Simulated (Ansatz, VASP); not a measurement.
# One calculation of YSn3, two programs

```
Y Sn
1.0
     4.68150    0.00000    0.00000
     0.00000    4.68150    0.00000
     0.00000    0.00000    4.68150
Y Sn
1 3
Direct
  0.00000 0.00000 0.00000
  0.00000 0.50000 0.50000
  0.50000 0.00000 0.50000
  0.50000 0.50000 0.00000
```

Change from the starting cell: volume scaled by 1.01.

Alike in both runs: task single point; functional PBEsol; k mesh 8 × 8 × 8; occupations fermi-dirac, width 0.05 eV; no spin polarisation.

```csv
,VASP,Ansatz
version,VASP 6.6.1,Ansatz 0.2.0
potentials or method,"VASP PAW PBE potentials, release 64 (Y_sv, Sn_d), cutoff 520 eV","all-electron LAPW, scalar-relativistic"
```

Ansatz gave:

```
pressure (GPa) : -1.4
```

Task: Estimate VASP's values.

Result: Pressure (GPa): -1.5.

Ansatz ran all-electron here, so the differences hold the error of VASP's frozen core and of both bases.

Caveats: the PAW data sets were made with another functional, which shifts forces and pressure a little (VASP).
